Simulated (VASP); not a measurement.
The system is Zn.

```
Zn
1.0
     2.67000    0.00000    0.00000
    -1.33500    2.31229    0.00000
     0.00000    0.00000    4.96600
Zn
2
Cartesian
  0.0000 1.5415 1.2415
  1.3350 0.7708 3.7245
```

* Program: VASP 6.6.1
* Task: relaxation of cell and atoms
* Functional: LDA
* Potentials or basis: VASP PAW LDA potentials, release 64 (Zn)
* Cutoff: 600 eV
* k mesh: 18 × 18 × 8
* Occupations: methfessel-paxton, width 0.1 eV
* Spin: no spin polarisation

At the start: pressure -8.8 GPa; volume 15.33 Å³/atom.

**Question.** How do energy, volume and symmetry change on relaxing?

**Answer.** Over 4 steps the energy falls by 52.4 meV/atom and the volume is 13.73 Å³/atom (-10.5 %); space group P6_3/mmc (No. 194, to 0.05 Å).

Step by step:
```csv
step,energy change (eV),largest force (eV/Å),pressure (GPa),volume (Å³)
1,0.0000,0.0000,-8.84,30.66
2,-0.1029,0.0000,1.04,27.05
3,-0.1047,0.0000,0.37,27.34
4,-0.1048,0.0000,-0.05,27.45
```

Final structure:
```cif
data_structure
_symmetry_space_group_name_H-M 'P 1'
_symmetry_Int_Tables_number 1
_cell_length_a 2.5612
_cell_length_b 2.5612
_cell_length_c 4.8328
_cell_angle_alpha 90.000
_cell_angle_beta 90.000
_cell_angle_gamma 120.000
_cell_volume 27.45
loop_
_atom_site_label
_atom_site_type_symbol
_atom_site_fract_x
_atom_site_fract_y
_atom_site_fract_z
_atom_site_occupancy
Zn1 Zn 0.33333 0.66667 0.25000 1
Zn2 Zn 0.66667 0.33333 0.75000 1
```

Caveat: the volume moved by -10 % from the deposited cell, more than functionals usually miss.
